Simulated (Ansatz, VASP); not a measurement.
# Cross-check of AlIn2N3 between VASP and Ansatz, part 2 of 2

Wanted: the spread between two codes on one cell, functional and k mesh. The cell is taken from a series of runs on this material, whose earlier steps may have relaxed, scaled, displaced or heated it; both programs get it as it stands.

VASP 6.6.1 and Ansatz 0.2.0.

So far: Starting point; VASP: G0W0 gap, PBE, DFT+U.

### 3. Ansatz: G0W0 gap, PBE, DFT+U

Level of this step: Ansatz beside VASP: Kohn-Sham DFT, plane waves, PBE, DFT+U (Ansatz).

Ansatz runs on its PAW soft_1 files.

The same cell, functional and mesh now go to Ansatz, which takes its cutoff from its data sets.

The input, input.yaml:

```yaml
crystal:
  lattice:
    - [5.1481021059, -2.9628729689, 0.0]
    - [5.1481021059, 2.9628729689, 0.0]
    - [0.0, 0.0, 5.500038]
  atoms:
    - { symbol: Al, position: [0.341243, 0.658757, 0.989218] }
    - { symbol: Al, position: [0.658757, 0.341243, 0.489218] }
    - { symbol: In, position: [0.988295, 0.335413, 0.987121] }
    - { symbol: In, position: [0.664587, 0.011705, 0.987121] }
    - { symbol: In, position: [0.011705, 0.664587, 0.487121] }
    - { symbol: In, position: [0.335413, 0.988295, 0.487121] }
    - { symbol: "N", position: [0.968855, 0.332959, 0.385637] }
    - { symbol: "N", position: [0.667041, 0.031145, 0.385637] }
    - { symbol: "N", position: [0.031145, 0.667041, 0.885637] }
    - { symbol: "N", position: [0.332959, 0.968855, 0.885637] }
    - { symbol: "N", position: [0.368643, 0.631357, 0.337266] }
    - { symbol: "N", position: [0.631357, 0.368643, 0.837266] }
kpoints:
  mp_grid: { grid: [3, 3, 2] }
hamiltonian:
  xc: pbe
  hubbard:
    projectors: ortho-atomic
    sites: [{ species: In, l: d, u_eff: 4.0 }]
  pseudopotentials: { kind: paw, azcp: { folder: soft_1 } }
scf:
  occupations: { method: fixed }
gw:
  n_empty_bands: 699
  ecut_chi: 150.0
  qp_bands: [v4, c4]
  qp_kpoints: band_edges
  screening: { model: contour_deformation }
```

On the command line:

```sh
$ ansatz run input.yaml --threads 2 --pin off --max-ram 92160MiB --backend cuda --events-out ev --progress --plain --runs-dir out --devices 1 --max-vram 13GiB
```

Numbers of over 12 decimals in the logs are rounded to 6 here.

The log of the run:

```text
GPUs: using 1 of 1 available (devices: 1).
Engine: ansatz 0.2.0, x86_64-unknown-linux-gnu
Pseudopotentials: kind: paw
Pseudopotential: Al, paw, valence charge 3, recommended cutoff 420 eV (normal), soft_1/Al.paw.azcp
Pseudopotential: In, paw, valence charge 13, recommended cutoff 420 eV (normal), soft_1/In.paw.azcp
Pseudopotential: N, paw, valence charge 5, recommended cutoff 420 eV (normal), soft_1/N.paw.azcp
Functional definition: PBE
  parameter kappa = 0.804
  parameter beta = 0.066725
  exchange = pbe_x(kappa = kappa, mu = beta*pi^2/3)
  correlation = pbe_c(beta = beta)
device memory: the entry about to start is reckoned to put 2.1 GiB on a device that reports 64.0 GiB free (of which the cap on the GPU budget leaves the run 13.0 GiB)
GPU FFT provider: cuFFT
GPU libraries: cuBLAS 13.8.2, cuFFT 12.4.0, cuSOLVER 12.3.4
Crystal: 12 atoms, lattice volume = 167.786 Å³
Basis set: ecut = 420 eV, 3247 PW (Γ)
Bands: 56, of which v1, the nominal top of the filled ones, is band 44 counted from 1 (43 counted from 0)
Symmetry: 4 space group operations
Space group: Cmc21 (ITA 36), of the structure as read, at distance tolerance 5.5e-5 Å
k-points: 8 of 18
Non-local potential: Al, projectors of the file, l = 0: 2, l = 1: 2, l = 2: 1
Non-local potential: In, projectors of the file, l = 0: 2, l = 1: 2, l = 2: 2, l = 3: 1
Non-local potential: N, projectors of the file, l = 0: 2, l = 1: 2, l = 2: 1
PAW form: soft (Blöchl's): semilocal exchange-correlation on the pseudo side does not see the compensation charge
PAW one-centre angular grid: Al, 110 points (default); XC on 64 Gauss nodes
PAW one-centre angular grid: In, 590 points (default); XC on 64 Gauss nodes
PAW one-centre angular grid: N, 110 points (default); XC on 64 Gauss nodes
Initial density: superposition of atomic densities (chi_scale 0.1, normalization cell, long waves of neutral atoms under a Hubbard term (reshape's long-wave potential 0.07 eV rms, cloud 2.13 Å wide))
Initial wavefunctions: pseudopotential atomic-orbital guess
GPU buffer pool allocated for 64000 grid points (all kernels)
GPU transforms: local potential and band sums: pruned to the plane-wave sphere, on 40×40×40
Functional: x = pbe(κ = 0.804, μ = 0.219515), c = pbe(β = 0.066725)
SCF iter   1: F=—  HF=-25779.273462 eV  |F-HF|=—  |Δ(HF+E_count)|=         —  Δρ=8.84e-2  dr2=1.69e1  ethr=3.10e-3  ⟨swp⟩=5.0  Hψ=1446  notcnv=0  defer=71
preconditioner: auto → Resta (q_TF=auto, 2.450 Å⁻¹)  ε∞=3.9  [insulator: Δε(μ)=1.825 eV  Ē_g=15.743 eV  n_scr=46 (ndim 8)  ℏωp=26.9 eV  f_vac=0.000  ε∞_Penn≈3.9]
SCF iter   2: F=—  HF=-25775.144337 eV  |F-HF|=—  |Δ(HF+E_count)|=    4.13e0  Δρ=3.83e-2  dr2=1.37e0  ethr=3.10e-3  ⟨swp⟩=3.0  Hψ=784  notcnv=0  defer=78
SCF iter   3: F=—  HF=-25774.920619 eV  |F-HF|=—  |Δ(HF+E_count)|=   2.24e-1  Δρ=1.82e-2  dr2=4.26e-1  ethr=1.56e-3  ⟨swp⟩=2.0  Hψ=428  notcnv=0  defer=76
SCF iter   4: F=—  HF=-25774.871294 eV  |F-HF|=—  |Δ(HF+E_count)|=   4.93e-2  Δρ=1.97e-3  dr2=7.88e-3  ethr=4.84e-4  ⟨swp⟩=3.0  Hψ=606  notcnv=0  defer=80
SCF iter   5: F=—  HF=-25774.876560 eV  |F-HF|=—  |Δ(HF+E_count)|=   5.27e-3  Δρ=8.71e-4  dr2=1.04e-3  ethr=8.95e-6  ⟨swp⟩=2.1  Hψ=759  notcnv=0  defer=80
SCF iter   6: F=—  HF=-25774.877593 eV  |F-HF|=—  |Δ(HF+E_count)|=   1.03e-3  Δρ=3.57e-4  dr2=2.53e-4  ethr=1.19e-6  ⟨swp⟩=2.9  Hψ=767  notcnv=0  defer=80
SCF iter   7: F=—  HF=-25774.877616 eV  |F-HF|=—  |Δ(HF+E_count)|=   2.28e-5  Δρ=2.08e-4  dr2=8.48e-5  ethr=2.88e-7  ⟨swp⟩=2.0  Hψ=599  notcnv=0  defer=52
SCF iter   8: F=—  HF=-25774.877619 eV  |F-HF|=—  |Δ(HF+E_count)|=   2.58e-6  Δρ=6.98e-5  dr2=9.46e-6  ethr=9.64e-8  ⟨swp⟩=2.2  Hψ=578  notcnv=0  defer=40
SCF iter   9: F=—  HF=-25774.877621 eV  |F-HF|=—  |Δ(HF+E_count)|=   1.96e-6  Δρ=1.42e-5  dr2=3.63e-7  ethr=1.08e-8  ⟨swp⟩=2.0  Hψ=552  notcnv=0  defer=41
SCF iter  10: F=-25774.877621 eV  HF=-25774.877621 eV  |F-HF|=1.68e-9  |Δ(HF+E_count)|=   1.13e-7  Δρ=1.67e-6  dr2=4.89e-9  ethr=1.14e-10  ⟨swp⟩=11.8  Hψ=1785  notcnv=0
SCF 1 converged in 10 iterations: F = -25774.877621 eV  dr2 = 4.89e-9
  greatest PAW one-centre occupation: 0.985 electrons in one spin orbital (limit 2), on the In atom at site 5 (counted from 0), in its partial waves of l = 2
device memory: the entry about to start is reckoned to put 2.6 GiB on a device that reports 63.9 GiB free (of which the cap on the GPU budget leaves the run 13.0 GiB)
NSCF: frozen V_eff on 8 k-points
the band table was solved once the SCF had ended and its energy, with any forces and stress, was formed, with the checks that follow a solve (1243 applications of the Hamiltonian). They found nothing against the state; the energy, forces and stress were not computed again (output.eigenvalues in the input reference)
device memory: the entry about to start is reckoned to put 6.8 GiB on a device that reports 64.0 GiB free (of which the cap on the GPU budget leaves the run 13.0 GiB)
NSCF: frozen V_eff on 8 k-points
G₀W₀ screening: q 1/8
[... further progress lines ...]
[...]
E sigma→0 (E₀):  -25774.877621 eV
Fermi energy:    8.591201 eV
--- Per-component energies (eV) ---
  E_band       = -76.219523
  E_kinetic    = 1694.577068
  E_local      = -5481.566622  (includes V_loc(G=0)·N_el)
  E_nonlocal   = 1543.515655
  E_hartree    = 2181.019945
  E_xc         = -1000.115916
  E_vxc        = -863.907216  (∫ρ·V_xc dr)
  E_hubbard    = 0.160334  (on-site DFT+U / exact-exchange correction)
  E_vhub       = -79.518560  (the Hubbard potential's part of the band-sum identity)
  E_paw        = -18554.652209  (= ΣΔE_a)
  E_vpaw       = -1251.364523  (= ΣTr[D̂ρ^β])
  E_aug_tail   = 0.005416  (compensation charges beyond the density's cutoff)
  E_ewald      = -6157.821293
  E_smearing   = -0.000000  (= −TS)
  E_closure    = -0.000000  (closes the sum)
  Σ components = -25774.877621   (vs F -25774.877621, Δ=0.00e0)
--- Band table (eV; the first three rows and the last of 8) ---
  k-point 0: bands = [... 40 lower, 8.0121, 8.5527, 8.5811, 8.5912, 9.5096, 12.0537, 13.6003, 13.9555, ... 8 higher]
  k-point 1: bands = [... 40 lower, 8.2742, 8.2742, 8.3670, 8.3670, 11.7740, 11.7740, 14.4720, 14.4720, ... 8 higher]
  k-point 2: bands = [... 40 lower, 7.4986, 7.8541, 8.2664, 8.2992, 11.2468, 13.0166, 13.1780, 13.8141, ... 8 higher]
  k-point 7: bands = [... 40 lower, 7.6052, 7.6052, 7.9017, 7.9017, 12.6305, 12.6305, 12.7875, 12.7875, ... 8 higher]
Occupation matrices written to <dir>
--- G₀W₀: contour deformation, 7 samples at zero and on the imaginary axis and 1 off it, 18 q-points, 699 empty bands' worth ---
  eigenvalues of the whole cell's RPA ε∞ on this k-mesh (on a slab, of 1 + 4πα/V) = 13.3599, 13.5500, 13.7893; static W/v taken at q = 0 is 0.073971
  bands read: the sum over 743 bands ends inside a degenerate multiplet in 4 slots, whose members it reads at an even weight; the widest, k=1: bands 743 to 744 (counted from 1) at 1/2 each
  gw.qp_kpoints: band_edges: 7 of 8 stored k-points solved, in 1 pass; an edge of the gap read off the rows below is read off those points alone
    valence top: of the k-points left out ik 5 came nearest to being solved in a further pass, in band 44 (counted from 1, as in the quasiparticle table): it holds the edge there only if its correction is more favourable than any solved in that band by at least 0.558 eV; those differ by 0.075 eV
    conduction bottom: of the k-points left out ik 5 came nearest to being solved in a further pass, in band 46 (counted from 1, as in the quasiparticle table): it holds the edge there only if its correction is more favourable than any solved in that band by at least 3.112 eV; those differ by 0.211 eV
    ik  band        ε_KS         Σx   Σc(E_QP)       V_xc       Z   E_QP_lin       E_QP  E_QP is
     0    41      8.0121   -21.2094     3.0711   -17.7053  0.7006     7.5649     7.5790  root
     0    42      8.5527   -21.6218     3.1136   -18.1117  0.7003     8.1449     8.1562  root
     0    43      8.5811   -21.5690     2.9239   -18.2738  0.7025     8.2002     8.2098  root
     0    44      8.5912   -21.7535     2.9399   -18.4492  0.7023     8.2177     8.2268  root
     0    45      9.5096   -11.1709    -3.3366   -14.7302  0.7396     9.7351     9.7323  root
     0    46     12.0537    -9.8219    -4.4149   -14.5688  0.7463    12.3933    12.3857  root
     0    47     13.6003    -7.2740    -4.4166   -11.8487  0.7484    13.7599    13.7584  root
     0    48     13.9555    -6.5586    -4.3994   -11.0240  0.7540    14.0217    14.0214  root
     1    41      8.2742   -21.4338     3.0320   -17.9931  0.7013     7.8533     7.8655  root
     1    42      8.2742   -21.4338     3.0320   -17.9931  0.7013     7.8533     7.8655  root
     1    43      8.3670   -21.3961     2.9637   -18.0432  0.7011     7.9669     7.9777  root
     1    44      8.3670   -21.3961     2.9637   -18.0432  0.7011     7.9669     7.9777  root
     1    45     11.7740   -11.0435    -4.0054   -15.4037  0.7320    12.1372    12.1288  root
     1    46     11.7740   -11.0435    -4.0054   -15.4037  0.7320    12.1372    12.1288  root
     1    47     14.4720    -9.6709    -5.0707   -15.1631  0.7263    14.9078    14.8935  root
     1    48     14.4720    -9.6709    -5.0707   -15.1631  0.7263    14.9078    14.8935  root
     2    41      7.4986   -20.6874     3.1835   -17.0371  0.6956     7.0143     7.0318  root
     2    42      7.8541   -20.7539     3.0214   -17.2923  0.6994     7.3989     7.4139  root
     2    43      8.2664   -21.3818     3.0384   -17.9396  0.7008     7.8507     7.8626  root
     2    44      8.2992   -21.3918     3.1519   -17.8205  0.6994     7.8668     7.8799  root
     2    45     11.2468   -11.9339    -3.5501   -15.8040  0.7265    11.5736    11.5668  root
     2    46     13.0166   -10.8792    -4.5347   -15.8634  0.7219    13.4819    13.4660  root
     2    47     13.1780   -10.7847    -4.6489   -15.8889  0.7252    13.6495    13.6334  root
     2    48     13.8141    -9.4946    -4.6937   -14.5522  0.7363    14.1876    14.1780  root
[...]
7    41      7.6052   -20.8513     3.2335   -17.1467  0.6957     7.1162     7.1341  root
     7    42      7.6052   -20.8513     3.2335   -17.1467  0.6957     7.1162     7.1341  root
     7    43      7.9017   -20.8225     3.0141   -17.3695  0.7000     7.4480     7.4628  root
     7    44      7.9017   -20.8225     3.0141   -17.3695  0.7000     7.4480     7.4628  root
     7    45     12.6305    -8.9392    -4.2625   -13.4405  0.7428    12.8729    12.8693  root
     7    46     12.6305    -8.9392    -4.2625   -13.4405  0.7428    12.8729    12.8693  root
     7    47     12.7875    -9.6539    -4.4221   -14.4075  0.7348    13.1267    13.1190  root
     7    48     12.7875    -9.6539    -4.4221   -14.4075  0.7348    13.1267    13.1190  root
```

The column dr2 measures how far the density is from self-consistency, as an energy; F and HF (Harris–Foulkes) agree once it is small.

### 4. Side by side

Known differences besides the potentials themselves: U acts on the PAW sphere in VASP and on atomic orbitals in Ansatz, so only states and trends compare; fixed occupations in Ansatz, narrow Gaussian smearing in VASP; the cutoff is 420 eV in Ansatz and 450 eV in VASP; Ansatz integrates over frequency by contour deformation, VASP on a grid of NOMEGA points; Ansatz's G0W0 levels solve the quasiparticle equation, VASP's are linearised. Total energies have different zeros and are not compared.

Both answers:

```
                   quantity  Ansatz  VASP  difference
  G0W0 gap on the mesh (eV)    1.51  1.60       -0.09
Kohn-Sham gap under it (eV)    0.92  1.15       -0.23
```

### 5. Outcome

| Item | Value |
| --- | --- |
| difference in G0W0 gap on the mesh (G0W0 gap, PBE, DFT+U) | -0.094 eV |

In words: The difference in G0W0 gap on the mesh is -0.094 eV (G0W0 gap, PBE, DFT+U). How closely two codes agree says nothing of how well the functional describes the real material.

[Lines on the potential files, build, host, timing and source positions are cut from VASP's logs without a mark.]

[Logs are printed without paths, hosts, clocks, repeated set-up lines and the standing remarks that a program may print on its own settings, such as how far it seeks lower states.]

[Hosts, paths, dates, database ids (printed as entryN), source tags and the programs' standing remarks are cut or masked in the printed files.]
